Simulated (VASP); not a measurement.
VASP input:

### KPOINTS
```
Automatic mesh
0
Gamma
10 10 8
0 0 0
```

File POSCAR:
```
CuAu
1
    2.8000000000     0.0000000000     0.0000000000
    0.0000000000     2.8000000000     0.0000000000
    0.0000000000     0.0000000000     3.6700000000
Cu Au
1 1
Direct
  0.0000000000   0.0000000000   0.0000000000
  0.5000000000   0.5000000000   0.5000000000
```

**INCAR**
```
SYSTEM = CuAu
PREC = Accurate
ENCUT = 400
EDIFF = 1E-6
NELM = 3
ALGO = Normal
LREAL = .FALSE.
LASPH = .TRUE.
ISMEAR = 1
SIGMA = 0.1
GGA = PE
LMAXMIX = 6
LWAVE = .FALSE.
LCHARG = .FALSE.
ISIF = 2
```

POTCAR, in this order: Cu Au (PBE.64 set). Program: vasp_std.

What VASP printed:

**standard output**
```
 POSCAR found type information on POSCAR CuAu
 POSCAR found :  2 types and       2 ions
 Reading from existing POTCAR
 Reading from existing POTCAR
 LDA part: xc-table for (Slater+PW92), standard interpolation
 POSCAR, INCAR and KPOINTS ok, starting setup
 WAVECAR not read
 entering main loop
       N       E                     dE             d eps       ncg     rms          rms(c)
DAV:   1     0.114135708820E+03    0.11414E+03   -0.98060E+03  3307   0.172E+03
DAV:   2    -0.438616489482E+01   -0.11852E+03   -0.11285E+03  3227   0.299E+02
DAV:   3    -0.797344473740E+01   -0.35873E+01   -0.35556E+01  3921   0.624E+01

 -----------------------------------------------------------------------------
|                                                                             |
|           W    W    AA    RRRRR   N    N  II  N    N   GGGG   !!!           |
|           W    W   A  A   R    R  NN   N  II  NN   N  G    G  !!!           |
|           W    W  A    A  R    R  N N  N  II  N N  N  G       !!!           |
|           W WW W  AAAAAA  RRRRR   N  N N  II  N  N N  G  GGG   !            |
|           WW  WW  A    A  R   R   N   NN  II  N   NN  G    G                |
|           W    W  A    A  R    R  N    N  II  N    N   GGGG   !!!           |
|                                                                             |
|     The electronic self-consistency was not achieved in the given           |
|     number of steps (NELM). The forces and other quantities evaluated       |
|     might not be reliable so examine the results carefully. If you find     |
|     spurious results, we suggest increasing NELM, if you were close to      |
|     convergence or switching to a different ALGO or adjusting the           |
|     density mixing parameters otherwise.                                    |
|                                                                             |
 -----------------------------------------------------------------------------

   1 F= -.79734447E+01 E0= -.79735308E+01  d E =0.258170E-03
```

### OUTCAR
```
------------------------ aborting loop EDIFF was not reached (unconverged)  ----------------------------
  FORCE on cell =-STRESS in cart. coord.  units (eV):
  Direction    XX          YY          ZZ          XY          YZ          ZX
  --------------------------------------------------------------------------------------
  Total      -70.2864648    -70.2864648    -70.8779924      0.0000000     -0.0000000      0.0000000
  in kB    -3913.8137585  -3913.8137585  -3946.7522303      0.0000000     -0.0000000      0.0000000
  external PRESSURE =   -3924.7932491 kB  Pullay stress =       0.0000000 kB
  volume of cell :       28.77
      direct lattice vectors                 reciprocal lattice vectors
     2.800000000  0.000000000  0.000000000     0.357142857  0.000000000  0.000000000
     0.000000000  2.800000000  0.000000000     0.000000000  0.357142857  0.000000000
     0.000000000  0.000000000  3.670000000     0.000000000  0.000000000  0.272479564
 POSITION                                       TOTAL-FORCE (eV/Angst)
 -----------------------------------------------------------------------------------
      0.00000      0.00000      0.00000         0.000000      0.000000      0.000000
      1.40000      1.40000      1.83500         0.000000      0.000000      0.000000
 -----------------------------------------------------------------------------------
    total drift:                                0.000000     -0.000000     -0.000000
  FREE ENERGIE OF THE ION-ELECTRON SYSTEM (eV)
  ---------------------------------------------------
  free  energy   TOTEN  =        -7.9734447374 eV

  energy  without entropy=       -7.9737029079  energy(sigma->0) =       -7.97353079
```
(Selected blocks of OUTCAR.)

Q: From input and log, find the fault in this run and mend it.

A: The cause: NELM is too small, so the electronic loop ends before EDIFF is met. The run did not converge; its last values are not results. Against the sound run, the energy per atom (σ→0) decreases by 0.470 eV/atom; the pressure decreases by 398.84 GPa. To mend it, set NELM = 100.

The mended run (PBE GGA, plane waves, VASP's PBE PAW potentials (set 64)) converges, and its OSZICAR ends with
```
   1 F= -.70333049E+01 E0= -.70330965E+01  d E =-.625038E-03
```

The compound is CuAu in the L1_0 structure. The cell was not relaxed at this level.
